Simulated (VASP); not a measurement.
Data:

```
CELL_PARAMETERS angstrom
      4.58273     0.00000     0.00000
     -2.29136     3.96876     0.00000
      0.00000     0.00000    10.22898
ATOMIC_POSITIONS crystal
  Hg 0.68832 0.68832 0.00000
  Hg 0.31168 0.00000 0.66667
  Hg 0.00000 0.31168 0.33333
  Te 0.51372 0.51372 0.50000
  Te 0.48628 0.00000 0.16667
  Te 0.00000 0.48628 0.83333
```

Method: PBEsol GGA, VASP's PBE PAW potentials (set 64) (plane waves; VASP 6.6.1). Settings: 300 eV cut-off, 5×5×2 Γ-centred mesh, Fermi-Dirac smearing of 0.010 eV, potentials Hg Te.

Question: Give the force on each atom (eV/Å).

Answer: 
| atom | Fx | Fy | Fz |
|---|---|---|---|
| Hg1 | -0.039 | -0.068 | 0.000 |
| Hg2 | 0.078 | 0.000 | 0.000 |
| Hg3 | -0.039 | 0.068 | 0.000 |
| Te4 | 0.197 | 0.342 | 0.000 |
| Te5 | -0.395 | 0.000 | 0.000 |
| Te6 | 0.197 | -0.342 | 0.000 |

Question: Give the stress tensor in GPa (positive for a compressed cell).

Answer: 
```
0.52  0.00  0.00
0.00  0.52  0.00
0.00  0.00  0.75
```
The pressure is its mean diagonal, 0.60 GPa.

The structure comes from a computed database's HgTe entry; how it stands against other phases isn't given here. The cell was not relaxed at this level.
